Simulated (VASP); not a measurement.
All values below come from r2SCAN meta-GGA, VASP's PBE PAW potentials (set 64) (plane waves; VASP).

VASP ran on this input.

INCAR:
```
! general
SYSTEM =PbO2
PREC   =Accurate
ENCUT  =520   ! plane-wave cut-off (eV)
LREAL  =.FALSE.   ! projection in real space or not
LASPH  =.TRUE.   ! aspherical one-centre terms

! electronic loop
EDIFF  =1E-7   ! SCF stop (eV)
NELM   =100   ! most electronic steps
ALGO   =Normal   ! blocked Davidson
LMAXMIX=4   ! l cut-off of mixed one-centre charges
LMIXTAU=.TRUE.

! smearing
ISMEAR =0
SIGMA  =0.05   ! width (eV)

! functional
METAGGA=R2SCAN

! ions
IBRION =2
NSW    =30   ! most ionic steps
ISIF   =4   ! ions and shape, fixed volume
EDIFFG =-0.01   ! ionic stop

! output
LWAVE  =.FALSE.
LCHARG =.FALSE.
```

File KPOINTS:
```
Automatic
0
gamma
  5 5 7
0 0 0
```

POSCAR:
```
PbO2
1.0
  4.9904556884   0.0000000000   0.0000000000
  0.0000000000   4.9904556884   0.0000000000
  0.0000000000   0.0000000000   3.4148764367
Pb O
2 4
direct
  0.0000000000   0.0000000000   0.0000000000
  0.5000000000   0.5000000000   0.5000000000
  0.3072705156   0.3072705156   0.0000000000
  0.8072705156   0.1927294844   0.5000000000
  0.1927294844   0.8072705156   0.5000000000
  0.6927294844   0.6927294844   1.0000000000
```

POTCAR, in this order: Pb_d O (PBE.64 set). Program: vasp_std.

Output of the run:

### OSZICAR
```
       N       E                     dE             d eps       ncg     rms          rms(c)
DAV:   1     0.582029376360E+03    0.58203E+03   -0.26752E+04  1488   0.207E+03
DAV:   2    -0.623885177937E+02   -0.64442E+03   -0.62327E+03  1614   0.564E+02
DAV:   3    -0.159403983601E+03   -0.97015E+02   -0.95233E+02  1962   0.238E+02
DAV:   4    -0.163326963313E+03   -0.39230E+01   -0.39053E+01  1818   0.517E+01
DAV:   5    -0.163495784740E+03   -0.16882E+00   -0.16879E+00  2012   0.101E+01    0.126E+01
DAV:   6    -0.145943424138E+03    0.17552E+02   -0.19374E+01  2231   0.745E+01    0.412E+00
DAV:   7    -0.141113127808E+03    0.48303E+01   -0.24288E+00  1754   0.118E+01    0.266E+00
DAV:   8    -0.148321349357E+03   -0.72082E+01   -0.19841E+00  1886   0.114E+01    0.144E+00
DAV:   9    -0.142118704858E+03    0.62026E+01   -0.75366E-01  1502   0.744E+00    0.581E-01
DAV:  10    -0.142315688182E+03   -0.19698E+00   -0.30766E-01  1684   0.438E+00    0.344E-01
DAV:  11    -0.142262787744E+03    0.52900E-01   -0.20135E-01  1589   0.436E+00    0.184E-01
DAV:  12    -0.142184411438E+03    0.78376E-01   -0.25915E-02  2262   0.203E+00    0.629E-02
DAV:  13    -0.142261205062E+03   -0.76794E-01   -0.32940E-02  1575   0.160E+00    0.730E-02
DAV:  14    -0.142263592711E+03   -0.23876E-02   -0.13361E-03  2002   0.414E-01    0.345E-02
DAV:  15    -0.142263543147E+03    0.49564E-04   -0.18381E-04  1918   0.151E-01    0.224E-02
DAV:  16    -0.142264768956E+03   -0.12258E-02   -0.36823E-04  1607   0.188E-01    0.707E-03
DAV:  17    -0.142265008567E+03   -0.23961E-03   -0.88796E-05  1628   0.900E-02    0.452E-03
DAV:  18    -0.142265007021E+03    0.15461E-05   -0.22539E-06  2139   0.125E-02    0.403E-03
DAV:  19    -0.142265008274E+03   -0.12530E-05   -0.18086E-07  1230   0.527E-03    0.350E-03
DAV:  20    -0.142265008686E+03   -0.41171E-06   -0.66325E-06  2091   0.288E-02    0.272E-03
DAV:  21    -0.142265009266E+03   -0.58084E-06   -0.54892E-07  1597   0.848E-03    0.150E-03
DAV:  22    -0.142265009140E+03    0.12666E-06   -0.13613E-07  1290   0.319E-03    0.945E-04
DAV:  23    -0.142265009227E+03   -0.87583E-07   -0.43154E-08  1073   0.231E-03
   1 F= -.14226501E+03 E0= -.14226496E+03  d E =-.142265E+03
```

File OUTCAR:
```
------------------------ aborting loop because EDIFF is reached ----------------------------------------
  FORCE on cell =-STRESS in cart. coord.  units (eV):
  Direction    XX          YY          ZZ          XY          YZ          ZX
  --------------------------------------------------------------------------------------
  Total        0.0351046      0.0351046      0.0156023     -0.0000000      0.0000000      0.0000000
  in kB        0.6613309      0.6613309      0.2939292     -0.0000000      0.0000000      0.0000000
  external PRESSURE =       0.5388637 kB  Pullay stress =       0.0000000 kB
  volume of cell :       85.05
      direct lattice vectors                 reciprocal lattice vectors
     4.990455688  0.000000000  0.000000000     0.200382503  0.000000000  0.000000000
     0.000000000  4.990455688  0.000000000     0.000000000  0.200382503  0.000000000
     0.000000000  0.000000000  3.414876437     0.000000000  0.000000000  0.292836364
 POSITION                                       TOTAL-FORCE (eV/Angst)
 -----------------------------------------------------------------------------------
      0.00000      0.00000      0.00000         0.000000      0.000000      0.000000
      2.49523      2.49523      1.70744         0.000000      0.000000      0.000000
      1.53342      1.53342      0.00000        -0.001964     -0.001964      0.000000
      4.02865      0.96181      1.70744        -0.001964      0.001964     -0.000000
      0.96181      4.02865      1.70744         0.001964     -0.001964      0.000000
      3.45704      3.45704      0.00000         0.001964      0.001964     -0.000000
 -----------------------------------------------------------------------------------
    total drift:                                0.000000      0.000000      0.000000
  FREE ENERGIE OF THE ION-ELECTRON SYSTEM (eV)
  ---------------------------------------------------
  free  energy   TOTEN  =      -142.2650092274 eV

  energy  without entropy=     -142.2649075689  energy(sigma->0) =     -142.26495840

 reached required accuracy - stopping structural energy minimisation
```
(Selected blocks of OUTCAR.)

The compound is PbO2 in the rutile structure. It was relaxed first.
